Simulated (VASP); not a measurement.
An input for Quantum ESPRESSO's pw.x (written as the equivalent of a VASP run, and not itself run):

```
&CONTROL
  calculation = 'scf'
  pseudo_dir = './pseudo'
  outdir = './out'
  tprnfor = .true.
  tstress = .true.
/
&SYSTEM
  ibrav = 0
  nat = 3
  ntyp = 2
  ecutwfc = 76
  occupations = 'smearing'
  smearing = 'gaussian'
  degauss = 0.03675
  input_dft = 'pz'
/
&ELECTRONS
  conv_thr = 7.3e-08
  electron_maxstep = 100
/
ATOMIC_SPECIES
  Hf 178.490 Hf.upf
  B 10.810 B.upf
CELL_PARAMETERS angstrom
     3.1627540    0.0000000    0.0000000
    -1.5813770    2.7390250    0.0000000
     0.0000000    0.0000000    3.5126100
ATOMIC_POSITIONS crystal
  Hf   0.0000000  0.0000000  0.0000000
  B    0.3333330  0.6666670  0.5000000
  B    0.6666670  0.3333330  0.5000000
K_POINTS automatic
  8 8 8 0 0 0
```

Problem. Translate this input to VASP (INCAR, KPOINTS, POSCAR, choice of POTCAR).

Solution. One answer among several that fit: 
KPOINTS:
```
Automatic mesh
0
Gamma
8 8 8
0 0 0
```

**POSCAR**
```
HfB2
1
    3.1627540000     0.0000000000     0.0000000000
   -1.5813770000     2.7390250000     0.0000000000
    0.0000000000     0.0000000000     3.5126100000
Hf B
1 2
Direct
  0.0000000000   0.0000000000   0.0000000000
  0.3333330000   0.6666670000   0.5000000000
  0.6666670000   0.3333330000   0.5000000000
```

**INCAR**
```
! general
SYSTEM  = HfB2
PREC    = Accurate
ENCUT   = 200
LREAL   = F
LASPH   = T

! electronic loop
EDIFF   = 1E-6
NELM    = 100
ALGO    = Normal
LMAXMIX = 6

! smearing
ISMEAR  = 0
SIGMA   = 0.5

! ions
ISIF    = 2

! output
LWAVE   = F
LCHARG  = F
```

POTCAR, in this order: Hf_pv B (LDA.64 set). Program: vasp_std.

Limits of the translation: the potentials are each code's own (VASP's PAW set, PseudoDojo norm-conserving files in pw.x), so ENCUT and ecutwfc are chosen apart and not converted; conv_thr bounds pw.x's estimated SCF error, while EDIFF bounds the energy change between steps.

The structure comes from a computed database's HfB2 entry; how it stands against other phases isn't given here. The cell was not relaxed at this level. The run is one of a series of settings (ENCUT = 200, GGA removed, ISMEAR = 0, SIGMA = 0.5, KPOINTS 8×8×8 Γ-centred mesh, POTCAR Hf_pv B (LDA.64 set) against the base run), some of them coarse on purpose.
